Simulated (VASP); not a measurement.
# HgP in VASP: reference runs

How does HgP come out in PBE? The cell is run as given.

Program: VASP 6.6.1. These are calculated values, not measurements. Logs are shortened: lines on timing, memory, paths and dates and some standing lists are left out, and cuts for length are marked.

## Step 1: The sheet as given

The cell holds a sheet with vacuum, 2 atoms: a = 3.674 Å, b = 3.674 Å, c = 23.800 Å, α = 90.00°, β = 90.00°, γ = 90.00°.

The cell was built by a generator and needn't be a form met in nature.

## Step 2: Single point, PBE

The input, INCAR:

```
SYSTEM = HgP
PREC = Accurate ; ENCUT = 520
EDIFF = 1E-7 ; ISMEAR = -1
SIGMA = 0.05 ; LREAL = .FALSE.
LASPH = .TRUE. ; NELM = 60
ALGO = Normal ; ISIF = 2
LWAVE = .FALSE. ; LCHARG = .TRUE.
LDIPOL = .TRUE. ; IDIPOL = 3
DIPOL = 0.5 0.5 0.294 ; GGA = PE
LELF = .TRUE. ; LVHAR = .TRUE.
LVACPOTAV = .TRUE. ; NBANDS = 16
```

The input, KPOINTS:

```
Automatic mesh
0
G
  7 7 1
  0 0 0
```

The input, POSCAR:

```
HgP
1.0
    3.6740100000      0.0000000000      0.0000000000
    0.0000000000      3.6740100000      0.0000000000
    0.0000000000      0.0000000000     23.8000000000
Hg P
1 1
Direct
    0.0000000000      0.0000000000      0.2941200000
    0.5000000000      0.5000000000      0.2941200000
```

Potentials or basis: VASP PAW PBE potentials, release 64 (Hg, P).

Command:

```sh
$ cat potpaw_PBE.64/Hg/POTCAR potpaw_PBE.64/P/POTCAR > POTCAR
$ mpirun -np 1 vasp_std > vasp.out
```

OUTCAR:

```text
SYSTEM = HgP
   PREC = Accurate
   ENCUT = 520
   EDIFF = 1E-7
   ISMEAR = -1
   LREAL = .FALSE.
   LASPH = .TRUE.
   NELM = 60
   ISIF = 2
   GGA = PE

 ion  position               nearest neighbor table
   1  0.000  0.000  0.294-   2 2.60   2 2.60   2 2.60   2 2.60
   2  0.500  0.500  0.294-   1 2.60   1 2.60   1 2.60   1 2.60

  LATTYP: Found a simple tetragonal cell.
 ALAT       =     3.6740100000
 C/A-ratio  =     6.4779355527

  Lattice vectors:

 A1 = (   3.6740100000,   0.0000000000,   0.0000000000)
 A2 = (   0.0000000000,   3.6740100000,   0.0000000000)
 A3 = (   0.0000000000,   0.0000000000,  23.8000000000)

Analysis of symmetry for initial positions (statically):
=====================================================================
 Subroutine PRICEL returns:
 Original cell was already a primitive cell.

 Routine SETGRP: Setting up the symmetry group for a
 simple tetragonal supercell.

 Subroutine GETGRP returns: Found 16 space group operations
 (whereof  8 operations were pure point group operations)
 out of a pool of 16 trial point group operations.

The static configuration has the point symmetry C_4v.
 The point group associated with its full space group is D_4h.

Analysis of symmetry for dynamics (positions and initial velocities):
=====================================================================
 Subroutine PRICEL returns:
 Original cell was already a primitive cell.

 Routine SETGRP: Setting up the symmetry group for a
 simple tetragonal supercell.

 Subroutine GETGRP returns: Found 16 space group operations
 (whereof  8 operations were pure point group operations)
 out of a pool of 16 trial point group operations.

The dynamic configuration has the point symmetry C_4v.
 The point group associated with its full space group is D_4h.

 Subroutine INISYM returns: Found 16 space group operations
 (whereof  8 operations are pure point group operations),
 and found     1 'primitive' translations

----------------------------------------------------------------------------------------

                                     Primitive cell

  volume of cell :     321.2607

  direct lattice vectors                    reciprocal lattice vectors
     3.674010000  0.000000000  0.000000000     0.272182166  0.000000000  0.000000000
     0.000000000  3.674010000  0.000000000     0.000000000  0.272182166  0.000000000
     0.000000000  0.000000000 23.800000000     0.000000000  0.000000000  0.042016807

  length of vectors
     3.674010000  3.674010000 23.800000000     0.272182166  0.272182166  0.042016807

  position of ions in fractional coordinates (direct lattice)
     0.000000000  0.000000000  0.294120000
     0.500000000  0.500000000  0.294120000

  ion indices of the primitive-cell ions
   primitive index   ion index
                 1           1
                 2           2

----------------------------------------------------------------------------------------

 KPOINTS: Automatic mesh

Automatic generation of k-mesh.
 Grid dimensions read from file:
 generate k-points for:    7    7    1

 Generating k-lattice:

  Cartesian coordinates                     Fractional coordinates (reciprocal lattice)
     0.038883167  0.000000000  0.000000000     0.142857143  0.000000000  0.000000000
     0.000000000  0.038883167  0.000000000     0.000000000  0.142857143  0.000000000
     0.000000000  0.000000000  0.042016807     0.000000000  0.000000000  1.000000000

  Length of vectors
     0.038883167  0.038883167  0.042016807

  Shift w.r.t. Gamma in fractional coordinates (k-lattice)
     0.000000000  0.000000000  0.000000000

 Subroutine IBZKPT returns following result:
 ===========================================

 Found     10 irreducible k-points:

 Following reciprocal coordinates:
            Coordinates               Weight
  0.000000  0.000000  0.000000      1.000000
  0.142857  0.000000  0.000000      4.000000
  0.285714  0.000000  0.000000      4.000000
  0.428571  0.000000  0.000000      4.000000
  0.142857  0.142857  0.000000      4.000000
  0.285714  0.142857  0.000000      8.000000
  0.428571  0.142857  0.000000      8.000000
  0.285714  0.285714  0.000000      4.000000
  0.428571  0.285714  0.000000      8.000000
  0.428571  0.428571  0.000000      4.000000
   k-points           NKPTS =     10   k-points in BZ     NKDIM =     10   number of bands    NBANDS=     16
   number of dos      NEDOS =    301   number of ions     NIONS =      2
   total plane-waves  NPLWV = 141120
   dimension x,y,z NGX =    28 NGY =   28 NGZ =  180
   dimension x,y,z NGXF=    56 NGYF=   56 NGZF=  360
   ions per type =               1   1
   NGX,Y,Z   is equivalent  to a cutoff of  12.67, 12.67, 12.57 a.u.
   NGXF,Y,Z  is equivalent  to a cutoff of  25.34, 25.34, 25.15 a.u.
 SYSTEM =  HgP
   PREC   = accura    normal or accurate (medium, high low for compatibility)
   ISTART =      0    job   : 0-new  1-cont  2-samecut
   ICHARG =      2    charge: 1-file 2-atom 10-const
   ISPIN  =      1    spin polarized calculation?
   LNONCOLLINEAR =      F non collinear calculations
   LSORBIT =      F    spin-orbit coupling
   LASPH  =      T    aspherical Exc in radial PAW
   ENCUT  =  520.0 eV  38.22 Ry    6.18 a.u.   6.83  6.83 44.25*2*pi/ulx,y,z
   NELM   =     60;   NELMIN=  2; NELMDL= -5     # of ELM steps
   EDIFF  = 0.1E-06   stopping-criterion for ELM
   LREAL  =      F    real-space projection
   EDIFFG = 0.1E-05   stopping-criterion for IOM
   NSW    =      0    number of steps for IOM
   IBRION =     -1    ionic relax: 0-MD 1-quasi-New 2-CG
   NFREE  =      0    steps in history (QN), initial steepest desc. (CG)
   ISIF   =      2    stress and relaxation
   ISYM   =      2    0-nonsym 1-usesym 2-fastsym
   POTIM  = 0.5000    time-step for ionic-motion
   TEBEG  =    0.0;   TEEND  =   0.0 temperature during run
   PSTRESS=    0.0 pullay stress
   NELECT =      17.0000    total number of electrons
   NUPDOWN=      -1.0000    fix difference up-down
   EMIN   =  10.00;   EMAX   =-10.00  energy-range for DOS
   EFERMI =   0.00;   METHOD = LEGACY
   ISMEAR =    -1;   SIGMA  =   0.05  broadening in eV -4-tet -1-fermi 0-gaus
   EFERMI_NEDOS =   21; number of points for ismear=-14 and -15
   IALGO  =     38    algorithm
   IMIX   =      4    mixing-type and parameters
     AMIX     =   0.40;   BMIX     =  1.00
     AMIX_MAG =   1.60;   BMIX_MAG =  1.00
  volume/ion in A,a.u.               =     160.63      1083.99
  Fermi-wavevector in a.u.,A,eV,Ry     =   0.614618  1.161460  5.139672  0.377755
  Thomas-Fermi vector in A             =   1.671693
   LORBIT       =      0    0 simple, 1 ext, 2 COOP (PROOUT), +10 PAW based schemes
   GGA     = PE    functional components
   LHFCALC =     F    Hartree Fock is set to
   AEXX    =    0.0000 exact exchange contribution
   IVDW    =     0    specifies the selected vdW correction
   LEPSILON=     F    determine dielectric tensor
   LRPA    =     F    only Hartree local field effects (RPA)
 non-spin polarized calculation
  energy-cutoff  :      520.00
  volume of cell :      321.26
 maximum number of plane-waves:      8689
 NGX is ok and might be reduce to    28
   NGX = 13   NGY = 13   NGZ = 89

 dipolmoment           0.000000      0.000000      0.000006 electrons x Angstroem

 number of electron      17.0000002 magnetization

 dipolmoment           0.000000      0.000000     -0.000001 electrons x Angstroem

 Free energy of the ion-electron system (eV)
  ---------------------------------------------------
  ext. energy  EPLUGINS =         0.00000000
  ---------------------------------------------------
  free energy    TOTEN  =        -4.05227343 eV

  energy without entropy =       -4.02178621  energy(sigma->0) =       -4.03702982

 E-fermi :  -3.9879     XC(G=0):  -1.9182

 val. band max:       -4.0179195002   @ k =   0.4286   0.1429   0.0000
 cond. band min:      -3.9534669882   @ k =   0.4286   0.2857   0.0000
 fundamental gap:      0.0644525119
 Fermi energy:        -3.9878933437

 k-point     1 :       0.0000    0.0000    0.0000
  band No.  band energies     occupation
      1     -15.3661      2.00000
      2     -11.2788      2.00000
      3     -10.9708      2.00000
      4     -10.4621      2.00000
      5     -10.4621      2.00000
      6     -10.1876      2.00000
[... 8 lines left out ...]
     15       2.2602      0.00000
     16       2.8167      0.00000

 k-point     2 :       0.1429    0.0000    0.0000
  band No.  band energies     occupation
      1     -15.1483      2.00000
      2     -11.2382      2.00000
      3     -11.1117      2.00000
      4     -10.5407      2.00000
      5     -10.4548      2.00000
      6     -10.2206      2.00000
[... 8 lines left out ...]
     15       2.4797      0.00000
     16       2.7077      0.00000

 k-point     3 :       0.2857    0.0000    0.0000
  band No.  band energies     occupation
      1     -14.5343      2.00000
      2     -11.3923      2.00000
      3     -11.2545      2.00000
      4     -10.7018      2.00000
      5     -10.4384      2.00000
      6     -10.3421      2.00000
[... 8 lines left out ...]
     15       2.9887      0.00000
     16       3.1287      0.00000

 k-point     4 :       0.4286    0.0000    0.0000
  band No.  band energies     occupation
      1     -13.7396      2.00000
      2     -11.7033      2.00000
      3     -11.5900      2.00000
      4     -10.8187      2.00000
      5     -10.4362      2.00000
      6     -10.4252      2.00000
[... 8 lines left out ...]
     15       3.0596      0.00000
     16       3.3207      0.00000
[... 58 lines left out ...]
 k-point     8 :       0.2857    0.2857    0.0000
  band No.  band energies     occupation
      1     -14.2621      2.00000
      2     -11.4499      2.00000
      3     -10.8491      2.00000
      4     -10.6639      2.00000
      5     -10.5941      2.00000
      6     -10.1239      2.00000
[... 8 lines left out ...]
     15       3.9129      0.00000
     16       3.9646      0.00000

 k-point     9 :       0.4286    0.2857    0.0000
  band No.  band energies     occupation
      1     -14.1649      2.00000
      2     -11.0902      2.00000
      3     -10.7283      2.00000
      4     -10.5870      2.00000
      5     -10.5493      2.00000
      6     -10.0774      2.00000
[... 8 lines left out ...]
     15       4.3063      0.00000
     16       4.5338      0.00000

 k-point    10 :       0.4286    0.4286    0.0000
  band No.  band energies     occupation
      1     -14.3475      2.00000
      2     -10.6807      2.00000
      3     -10.6677      2.00000
      4     -10.5583      2.00000
      5     -10.4076      2.00000
      6      -9.1390      2.00000
[... 8 lines left out ...]
     15       5.2872      0.00000
     16       5.3418      0.00000

------------------------ aborting loop because EDIFF is reached ----------------------------------------

 vacuum level on the upper side and lower side of the slab       (xc-potential included)        -0.121        -0.116

  FORCE on cell =-STRESS in cart. coord.  units (eV):
  Direction    XX          YY          ZZ          XY          YZ          ZX
  --------------------------------------------------------------------------------------
  -------------------------------------------------------------------------------------
  Total        0.2026862      0.2026862     -0.0189706      0.0000000      0.0000000      0.0000000
  in kB        1.0108275      1.0108275     -0.0946091      0.0000000      0.0000000      0.0000000
  external PRESSURE =       0.6423486 kB  Pullay stress =       0.0000000 kB

 VOLUME and BASIS-vectors are now :
 -----------------------------------------------------------------------------
  energy-cutoff  :      520.00
  volume of cell :      321.26
      direct lattice vectors                 reciprocal lattice vectors
     3.674010000  0.000000000  0.000000000     0.272182166  0.000000000  0.000000000
     0.000000000  3.674010000  0.000000000     0.000000000  0.272182166  0.000000000
     0.000000000  0.000000000 23.800000000     0.000000000  0.000000000  0.042016807

 POSITION                                       TOTAL-FORCE (eV/Angst)
 -----------------------------------------------------------------------------------
      0.00000      0.00000      7.00006         0.000000      0.000000     -0.000000
      1.83700      1.83700      7.00006         0.000000      0.000000      0.000000
 -----------------------------------------------------------------------------------
    total drift:                               -0.000000      0.000000     -0.000008

  FREE ENERGIE OF THE ION-ELECTRON SYSTEM (eV)
  ---------------------------------------------------
  free  energy   TOTEN  =        -4.0522734268 eV

  energy  without entropy=       -4.0217862083  energy(sigma->0) =       -4.03702982

 vacuum level on the upper side and lower side of the slab         1.192         1.192
```

Run time: 82 s. Hardware: 1 thread of Intel Xeon Platinum 8559C (Emerald Rapids), shared host; peak memory 0.36 GiB.

Results:

| Property | Result |
| --- | --- |
| Free energy | -4.0523 eV |
| Band gap on the k mesh | none (metal or under the smearing width) |
| Work function of the upper face | 5.18 eV |
| Work function of the lower face | 5.18 eV |

Levels at points of the mesh, in eV from the Fermi level:
```
           k point  band 7  band 8  band 9  band 10  band 11  band 12
(0.00, 0.00, 0.00)   -1.87   -0.61   -0.61     0.73     4.39     4.72
```

Spin-orbit coupling is left out, which matters for the levels of Hg.
